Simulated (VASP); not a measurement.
# XPS shifts in Ta3W7, part 3 of 4

Which atoms of Ta3W7 bind their core electrons more tightly, and does the hole change the order?

VASP 6.6.1, plane waves and PAW; the level of theory is named at each step.

So far. Step 2 (Relaxation): The forces on the free atoms are under 0.05 eV/Å.

## (4) Core hole, atom W7

This step: final-state core hole with the electron kept at the Fermi level, LDA; plane waves and PAW (W, Ta_pv, W) (VASP 6.6.1).

System of this step: Ta3W7. The cell holds 20 atoms: 14 W and 6 Ta. Its edges and angles: a = 6.340 Å, b = 6.340 Å, c = 20.340 Å, α = 90.0°, β = 90.0°, γ = 90.0°. It derives from W. Ta replaces host atoms (three quarters in the top layer, both faces). Vacuum lies along c.

A core electron of W7 (4f) is moved to the Fermi level; this atom comes first in POSCAR as a species of its own.

The input, INCAR:

```
SYSTEM = Ta3W7
PREC = Normal
ENCUT = 330
EDIFF = 1E-05
NELM = 120
ISMEAR = 0
SIGMA = 0.1
LREAL = Auto
ALGO = Fast
GGA = CA
NBANDS = 95
LASPH = .TRUE.
LWAVE = .FALSE.
LCHARG = .FALSE.
NCORE = 8
ICORELEVEL = 2
CLNT = 1
CLN = 4
CLL = 3
CLZ = 1
ISIF = 0
```

The input, POSCAR:

```
Ta3W7
1.0
    6.3400000000      0.0000000000      0.0000000000
    0.0000000000      6.3400000000      0.0000000000
    0.0000000000      0.0000000000     20.3400000000
W Ta W
1 6 13
Direct
    0.5000000000      0.5000000000      0.6433424314
    0.0000000000      0.0000000000      0.6498169659
    0.5000000000      0.0000000000      0.6518447268
    0.0000000000      0.5000000000      0.6518447268
    0.0000000000      0.0000000000      0.3501830341
    0.5000000000      0.0000000000      0.3481552732
    0.0000000000      0.5000000000      0.3481552732
    0.2501456293      0.2501456293      0.5773286922
    0.7498543707      0.2501456293      0.5773286922
    0.2501456293      0.7498543707      0.5773286922
    0.7498543707      0.7498543707      0.5773286922
    0.0000000000      0.0000000000      0.5000000000
    0.5000000000      0.0000000000      0.5000000000
    0.0000000000      0.5000000000      0.5000000000
    0.5000000000      0.5000000000      0.5000000000
    0.2501456293      0.2501456293      0.4226713078
    0.7498543707      0.2501456293      0.4226713078
    0.2501456293      0.7498543707      0.4226713078
    0.7498543707      0.7498543707      0.4226713078
    0.5000000000      0.5000000000      0.3566575686
```

The input, KPOINTS:

```
Automatic mesh
0
Gamma
3 3 1
0 0 0
```

PAW data sets: W, Ta_pv and W (PBE family, release 64).

The run is started by

```bash
$ mpirun -np 8 vasp_std
```

Log:

```text
[banner, memory and clock lines left out]
running    8 mpi-ranks, on    1 nodes
 distrk:  each k-point on    8 cores,    1 groups
 distr:  one band on    8 cores,    1 groups

 POSCAR found type information on POSCAR W TaW
 POSCAR found :  3 types and      20 ions
 [... a notice as in an earlier step ...]

 [... a notice as in an earlier step ...]

 LDA part: xc-table for (Slater(with rela. corr.)+CA(PZ))
 , standard interpolation
 POSCAR, INCAR and KPOINTS ok, starting setup
 FFT: planning ... GRIDC
 FFT: planning ... GRID_SOFT
 FFT: planning ... GRID
 WAVECAR not read
 entering main loop
       N       E                     dE             d eps       ncg     rms          rms(c)
DAV:   1     0.678308996186E+03    0.67831E+03   -0.57806E+04   698   0.939E+02
DAV:   2    -0.243161526594E+03   -0.92147E+03   -0.88110E+03   701   0.276E+02
DAV:   3    -0.318328473390E+03   -0.75167E+02   -0.72524E+02   724   0.706E+01
DAV:   4    -0.323877372316E+03   -0.55489E+01   -0.54644E+01   884   0.167E+01
DAV:   5    -0.324034913121E+03   -0.15754E+00   -0.15622E+00   788   0.282E+00    0.942E+01
RMM:   6    -0.349111936917E+03   -0.25077E+02   -0.17937E+02   862   0.241E+01    0.527E+01
RMM:   7    -0.408064672606E+03   -0.58953E+02   -0.35638E+02   879   0.330E+01    0.392E+01
RMM:   8    -0.305300624331E+03    0.10276E+03   -0.69475E+01   650   0.199E+01    0.210E+01
RMM:   9    -0.290509220548E+03    0.14791E+02   -0.27552E+01   712   0.130E+01    0.106E+01
RMM:  10    -0.289658293824E+03    0.85093E+00   -0.10541E+01   861   0.590E+00    0.686E+00
RMM:  11    -0.290531190896E+03   -0.87290E+00   -0.28024E+00   786   0.337E+00    0.707E+00
RMM:  12    -0.289628310527E+03    0.90288E+00   -0.14073E+00   861   0.229E+00    0.386E+00
RMM:  13    -0.289409963536E+03    0.21835E+00   -0.97249E-01   873   0.165E+00    0.170E+00
RMM:  14    -0.289398876652E+03    0.11087E-01   -0.35926E-01   909   0.112E+00    0.712E-01
RMM:  15    -0.289401965306E+03   -0.30887E-02   -0.10672E-01   883   0.566E-01    0.494E-01
RMM:  16    -0.289404381255E+03   -0.24159E-02   -0.66241E-02   910   0.369E-01    0.328E-01
RMM:  17    -0.289406138745E+03   -0.17575E-02   -0.23476E-02   935   0.209E-01    0.254E-01
RMM:  18    -0.289407283269E+03   -0.11445E-02   -0.13008E-02   826   0.154E-01    0.199E-01
RMM:  19    -0.289407623474E+03   -0.34021E-03   -0.52039E-03   880   0.901E-02    0.845E-02
RMM:  20    -0.289407979046E+03   -0.35557E-03   -0.31919E-03   863   0.588E-02    0.385E-02
RMM:  21    -0.289408235667E+03   -0.25662E-03   -0.10307E-03   755   0.386E-02    0.429E-02
RMM:  22    -0.289408423468E+03   -0.18780E-03   -0.79199E-04   668   0.238E-02    0.171E-02
RMM:  23    -0.289408612143E+03   -0.18868E-03   -0.36320E-04   680   0.235E-02    0.179E-02
RMM:  24    -0.289408748111E+03   -0.13597E-03   -0.26521E-04   561   0.153E-02    0.117E-02
RMM:  25    -0.289408848129E+03   -0.10002E-03   -0.11556E-04   523   0.102E-02    0.695E-03
RMM:  26    -0.289408959964E+03   -0.11184E-03   -0.78451E-05   472   0.722E-03    0.682E-03
RMM:  27    -0.289409015803E+03   -0.55839E-04   -0.35256E-05   444   0.540E-03    0.299E-03
RMM:  28    -0.289409061989E+03   -0.46185E-04   -0.22555E-05   423   0.479E-03    0.322E-03
RMM:  29    -0.289409097775E+03   -0.35786E-04   -0.12932E-05   372   0.383E-03    0.125E-03
RMM:  30    -0.289409116000E+03   -0.18225E-04   -0.84689E-06   339   0.338E-03    0.151E-03
RMM:  31    -0.289409118259E+03   -0.22585E-05   -0.51247E-06   267   0.267E-03
   1 F= -.28940912E+03 E0= -.28935478E+03  d E =-.108682E+00
```

Wall time 11 s (8 MPI ranks of AMD EPYC 9R45, shared host); peak memory 0.84 GiB.

Parts of OUTCAR (step 4):

```text
 Subroutine GETGRP returns: Found  8 space group operations
 (whereof  8 operations were pure point group operations)

The static configuration has the point symmetry C_4v.

 Found      3 irreducible k-points:

   NELECT =     151.0000    total number of electrons

 the core state eigenenergies are
   1-  1s -69491.7110  2s -12012.6803  2p -10506.2354  3s  -2784.8518  3p  -2338.9048
       3d  -1827.0936  4s   -585.6224  4p   -438.3527  4d   -252.0973  4f    -44.6794
       5s    -78.9783  5p    -41.2409
   2-  1s -67337.7038  2s -11563.4054  2p -10130.5866  3s  -2644.9034  3p  -2218.9460
       3d  -1722.6821  4s   -534.9211  4p   -395.2333  4d   -216.6161  4f    -19.2338
       5s    -67.3716
   3-  1s -67337.8668  2s -11563.5592  2p -10130.7414  3s  -2645.0471  3p  -2219.0896
       3d  -1722.8269  4s   -535.0489  4p   -395.3593  4d   -216.7399  4f    -19.3492
       5s    -67.4550
   4-  1s -67337.8668  2s -11563.5592  2p -10130.7414  3s  -2645.0471  3p  -2219.0896
       3d  -1722.8269  4s   -535.0489  4p   -395.3593  4d   -216.7399  4f    -19.3492
       5s    -67.4550
   5-  1s -67337.6442  2s -11563.3448  2p -10130.5260  3s  -2644.8448  3p  -2218.8874
       3d  -1722.6231  4s   -534.8653  4p   -395.1777  4d   -216.5607  4f    -19.1798
       5s    -67.3230
   6-  1s -67337.9026  2s -11563.5981  2p -10130.7799  3s  -2645.0882  3p  -2219.1308
       3d  -1722.8679  4s   -535.0935  4p   -395.4043  4d   -216.7854  4f    -19.3964
       5s    -67.5085
   7-  1s -67337.9026  2s -11563.5981  2p -10130.7799  3s  -2645.0882  3p  -2219.1308
       3d  -1722.8679  4s   -535.0935  4p   -395.4043  4d   -216.7854  4f    -19.3964
       5s    -67.5085
   8-  1s -69461.7964  2s -11982.6212  2p -10476.2091  3s  -2755.3585  3p  -2309.4704
       3d  -1797.4288  4s   -563.8700  4p   -417.6564  4d   -232.5365  4f    -27.4390
       5s    -73.1675  5p    -37.4310
   9-  1s -69461.7964  2s -11982.6212  2p -10476.2091  3s  -2755.3585  3p  -2309.4704
       3d  -1797.4288  4s   -563.8700  4p   -417.6564  4d   -232.5365  4f    -27.4390
       5s    -73.1675  5p    -37.4310
  10-  1s -69461.7964  2s -11982.6212  2p -10476.2091  3s  -2755.3585  3p  -2309.4704
       3d  -1797.4288  4s   -563.8700  4p   -417.6564  4d   -232.5365  4f    -27.4390
       5s    -73.1675  5p    -37.4310
  11-  1s -69461.7964  2s -11982.6212  2p -10476.2091  3s  -2755.3585  3p  -2309.4704
       3d  -1797.4288  4s   -563.8700  4p   -417.6564  4d   -232.5365  4f    -27.4390
       5s    -73.1675  5p    -37.4310
  12-  1s -69462.2297  2s -11983.0510  2p -10476.6396  3s  -2755.7699  3p  -2309.8817
       3d  -1797.8430  4s   -564.2536  4p   -418.0371  4d   -232.9140  4f    -27.8049
       5s    -73.4778  5p    -37.7060
  13-  1s -69462.3175  2s -11983.1367  2p -10476.7255  3s  -2755.8513  3p  -2309.9631
       3d  -1797.9250  4s   -564.3283  4p   -418.1111  4d   -232.9872  4f    -27.8754
       5s    -73.5356  5p    -37.7573
[...]
3d  -1797.4783  4s   -563.9061  4p   -417.6907  4d   -232.5675  4f    -27.4624
       5s    -73.1588  5p    -37.4059

 E-fermi :   0.4654

 k-point     1 :       0.0000    0.0000    0.0000
  band No.  band energies     occupation
    ...
     69      -0.1279      2.00000
     70      -0.1279      2.00000
     71       0.0483      2.00000
     72       0.1839      1.99993
     73       0.3643      1.84751
     74       0.5139      0.49263
     75       0.5139      0.49263
     76       0.5670      0.15071
     77       0.6556      0.00716
     78       0.7253      0.00024
    ...

 k-point     2 :       0.3333    0.0000    0.0000
  band No.  band energies     occupation
    ...
     70      -0.3001      2.00000
     71      -0.1752      2.00000
     72      -0.1059      2.00000
     73       0.0070      2.00000
     74       0.2037      1.99979
     75       0.5211      0.43100
     76       0.6026      0.05244
     77       0.6608      0.00573
     78       0.7476      0.00007
     79       0.7702      0.00002
    ...

 POSITION                                       TOTAL-FORCE (eV/Angst)
 -----------------------------------------------------------------------------------
      3.17000      3.17000     13.08559        -0.000000      0.000000     -1.164162
      0.00000      0.00000     13.21728        -0.000000      0.000000     -0.274984
      3.17000      0.00000     13.25852        -0.000000      0.000000     -0.170152
      0.00000      3.17000     13.25852        -0.000000      0.000000     -0.170152
      0.00000      0.00000      7.12272        -0.000000      0.000000     -0.054175
      3.17000      0.00000      7.08148        -0.000000      0.000000      0.140501
      0.00000      3.17000      7.08148        -0.000000      0.000000      0.140501
      1.58592      1.58592     11.74287         0.194900      0.194900      0.345199
      4.75408      1.58592     11.74287        -0.194900      0.194900      0.345199
      1.58592      4.75408     11.74287         0.194900     -0.194900      0.345199
      4.75408      4.75408     11.74287        -0.194900     -0.194900      0.345199
      0.00000      0.00000     10.17000        -0.000000      0.000000     -0.239184
      3.17000      0.00000     10.17000        -0.000000      0.000000      0.102940
      0.00000      3.17000     10.17000        -0.000000      0.000000      0.102940
      3.17000      3.17000     10.17000        -0.000000      0.000000      0.103666
      1.58592      1.58592      8.59713         0.060925      0.060925      0.043853
      4.75408      1.58592      8.59713        -0.060925      0.060925      0.043853
      1.58592      4.75408      8.59713         0.060925     -0.060925      0.043853
      4.75408      4.75408      8.59713        -0.060925     -0.060925      0.043853
      3.17000      3.17000      7.25441        -0.000000      0.000000     -0.073945
 -----------------------------------------------------------------------------------
    total drift:                                0.000000     -0.000000      0.002342

  FREE ENERGIE OF THE ION-ELECTRON SYSTEM (eV)
  ---------------------------------------------------
  free  energy   TOTEN  =      -289.4091182585 eV

  energy  without entropy=     -289.3004358332  energy(sigma->0) =     -289.35477705

[... 6 parts as in an earlier step ...]

[... 2 further parts left out ...]
```

This run has no spin polarisation. The data set W keeps the semicore shell frozen, which is cheaper and a little less accurate.

Numbers from this step:

```
free energy (TOTEN)     : -289.4091 eV
energy at zero smearing : -289.3548 eV
Fermi energy            : 0.4654 eV
```

This is the reference for holes on W.

## (5) Core hole, atom W8

The same hole on the next atom.

INCAR is that of step 4.

Edit POSCAR of step 4 so:

```diff
@@ -8,3 +8,3 @@
 Direct
-    0.5000000000      0.5000000000      0.6433424314
+    0.2501456293      0.2501456293      0.5773286922
     0.0000000000      0.0000000000      0.6498169659
@@ -15,3 +15,3 @@
     0.0000000000      0.5000000000      0.3481552732
-    0.2501456293      0.2501456293      0.5773286922
+    0.5000000000      0.5000000000      0.6433424314
     0.7498543707      0.2501456293      0.5773286922
```

KPOINTS is that of step 4.

The run is started by

```bash
$ mpirun -np 8 vasp_std
```

Log:

```text
[... set-up lines as in an earlier step ...]
 entering main loop
       N       E                     dE             d eps       ncg     rms          rms(c)
DAV:   1     0.676731426720E+03    0.67673E+03   -0.57816E+04   928   0.938E+02
DAV:   2    -0.241136985583E+03   -0.91787E+03   -0.87606E+03   929   0.276E+02
DAV:   3    -0.318360469690E+03   -0.77223E+02   -0.74411E+02   977   0.717E+01
DAV:   4    -0.323903353423E+03   -0.55429E+01   -0.54082E+01  1152   0.167E+01
[...]
RMM:  30    -0.289213069541E+03   -0.18219E-04   -0.10088E-05   524   0.399E-03    0.256E-03
RMM:  31    -0.289213082317E+03   -0.12776E-04   -0.65410E-06   403   0.302E-03    0.203E-03
RMM:  32    -0.289213091723E+03   -0.94059E-05   -0.43389E-06   411   0.288E-03
   1 F= -.28921309E+03 E0= -.28914590E+03  d E =-.134376E+00
```

Run time: 15 s. Hardware: 8 MPI ranks; peak memory 0.87 GiB.

From OUTCAR (step 5):

```text
 POSITION                                       TOTAL-FORCE (eV/Angst)
 -----------------------------------------------------------------------------------
      1.58592      1.58592     11.74287        -0.070259     -0.070259      0.162327
      0.00000      0.00000     13.21728         0.184747      0.184747     -0.273878
      3.17000      0.00000     13.25852        -0.225576      0.146625     -0.328722
      0.00000      3.17000     13.25852         0.146625     -0.225576     -0.328722
      0.00000      0.00000      7.12272         0.026388      0.026388      0.040454
      3.17000      0.00000      7.08148        -0.018553      0.015913      0.113864
      0.00000      3.17000      7.08148         0.015913     -0.018553      0.113864
      3.17000      3.17000     13.08559        -0.013591     -0.013591     -0.196782
      4.75408      1.58592     11.74287         0.007408      0.001746     -0.046736
      1.58592      4.75408     11.74287         0.001746      0.007408     -0.046736
      4.75408      4.75408     11.74287        -0.024557     -0.024557      0.161887
      0.00000      0.00000     10.17000         0.104985      0.104985      0.040064
      3.17000      0.00000     10.17000        -0.081322      0.083971      0.043472
      0.00000      3.17000     10.17000         0.083971     -0.081322      0.043472
[...]
-----------------------------------------------------------------------------------
    total drift:                               -0.001033     -0.001033     -0.003623

  FREE ENERGIE OF THE ION-ELECTRON SYSTEM (eV)
  ---------------------------------------------------
  free  energy   TOTEN  =      -289.2130917234 eV

  energy  without entropy=     -289.0787155102  energy(sigma->0) =     -289.14590362

[... 1 part as in an earlier step ...]

[... 2 further parts left out ...]
[key lines of the parts left out:]
E-fermi :   0.4685
```

Against the hole on W7 the energy differs by +0.21 eV.

## (6) Core hole, atom Ta3

This step: final-state core hole with the electron kept at the Fermi level, LDA; plane waves and PAW (Ta_pv, Ta_pv, W) (VASP 6.6.1).

System of this step: Ta3W7. The cell holds 20 atoms: 6 Ta and 14 W. Cell: a = 6.340 Å, b = 6.340 Å, c = 20.340 Å, α = 90.0°, β = 90.0°, γ = 90.0°. It derives from W. Ta replaces host atoms (three quarters in the top layer, both faces). Vacuum lies along c.

A core electron of Ta3 (4f) is moved to the Fermi level; this atom comes first in POSCAR as a species of its own.

INCAR is that of step 5.

Edit POSCAR of step 5 so:

```diff
@@ -5,9 +5,8 @@
     0.0000000000      0.0000000000     20.3400000000
-W Ta W
-1 6 13
+Ta Ta W
+1 5 14
 Direct
-    0.2501456293      0.2501456293      0.5773286922
+    0.0000000000      0.5000000000      0.6518447268
     0.0000000000      0.0000000000      0.6498169659
     0.5000000000      0.0000000000      0.6518447268
-    0.0000000000      0.5000000000      0.6518447268
     0.0000000000      0.0000000000      0.3501830341
@@ -16,2 +15,3 @@
     0.5000000000      0.5000000000      0.6433424314
+    0.2501456293      0.2501456293      0.5773286922
     0.7498543707      0.2501456293      0.5773286922
```

KPOINTS is that of step 5.

Potentials, in the order of the species: Ta_pv, Ta_pv and W (PBE family, release 64).

The run is started by

```bash
$ mpirun -np 8 vasp_std
```

Log:

```text
[banner, memory and clock lines left out]
running    8 mpi-ranks, on    1 nodes
[...]
[... a notice as in an earlier step ...]

 [... a notice as in an earlier step ...]

 LDA part: xc-table for (Slater(with rela. corr.)+CA(PZ))
 , standard interpolation
 POSCAR, INCAR and KPOINTS ok, starting setup
[...]
entering main loop
       N       E                     dE             d eps       ncg     rms          rms(c)
DAV:   1     0.563158378622E+03    0.56316E+03   -0.57971E+04   920   0.936E+02
DAV:   2    -0.350735599410E+03   -0.91389E+03   -0.87515E+03   922   0.275E+02
DAV:   3    -0.430069980419E+03   -0.79334E+02   -0.76275E+02  1056   0.698E+01
DAV:   4    -0.434818931743E+03   -0.47490E+01   -0.46475E+01  1160   0.157E+01
[...]
RMM:  29    -0.410190712759E+03   -0.22061E-04   -0.10546E-05   466   0.371E-03    0.315E-03
RMM:  30    -0.410190732600E+03   -0.19841E-04   -0.74137E-06   483   0.357E-03    0.173E-03
RMM:  31    -0.410190737972E+03   -0.53719E-05   -0.38165E-06   394   0.278E-03
   1 F= -.41019074E+03 E0= -.41013612E+03  d E =-.109239E+00
```

Elapsed: 15 s, on 8 MPI ranks; peak memory 0.87 GiB; 1.7 min of CPU time.

Parts of OUTCAR (step 6):

```text
 POSITION                                       TOTAL-FORCE (eV/Angst)
 -----------------------------------------------------------------------------------
      0.00000      3.17000     13.25852        -0.000000      0.000000     -1.788086
      0.00000      0.00000     13.21728        -0.000000      0.000000      0.339651
      3.17000      0.00000     13.25852        -0.000000      0.000000     -0.380813
      0.00000      0.00000      7.12272        -0.000000      0.000000      0.119227
      3.17000      0.00000      7.08148        -0.000000      0.000000     -0.067492
      0.00000      3.17000      7.08148        -0.000000      0.000000      0.016023
      3.17000      3.17000     13.08559        -0.000000      0.000000      0.301661
      1.58592      1.58592     11.74287        -0.179637      0.259139      0.331887
      4.75408      1.58592     11.74287         0.179637      0.259139      0.331887
      1.58592      4.75408     11.74287        -0.179637     -0.259139      0.331887
      4.75408      4.75408     11.74287         0.179637     -0.259139      0.331887
      0.00000      0.00000     10.17000        -0.000000      0.000000      0.033236
      3.17000      0.00000     10.17000        -0.000000      0.000000     -0.185280
      0.00000      3.17000     10.17000        -0.000000      0.000000     -0.000569
[...]
-----------------------------------------------------------------------------------
    total drift:                                0.000000     -0.000000      0.000394

  FREE ENERGIE OF THE ION-ELECTRON SYSTEM (eV)
  ---------------------------------------------------
  free  energy   TOTEN  =      -410.1907379722 eV

  energy  without entropy=     -410.0814989935  energy(sigma->0) =     -410.13611848

[... 2 parts as in an earlier step ...]

[... 1 further part left out ...]
[key lines of the parts left out:]
E-fermi :   0.4462
```

This is the reference for holes on Ta.

(Part 3 of 4 ends here.)

[Lines on the potential files, build, host, timing and source positions are cut from VASP's logs without a mark.]

[Logs are printed without paths, hosts, clocks, repeated set-up lines and the standing remarks that a program may print on its own settings, such as how far it seeks lower states.]

[Hosts, paths, dates, database ids (printed as entryN), source tags and the programs' standing remarks are cut or masked in the printed files.]
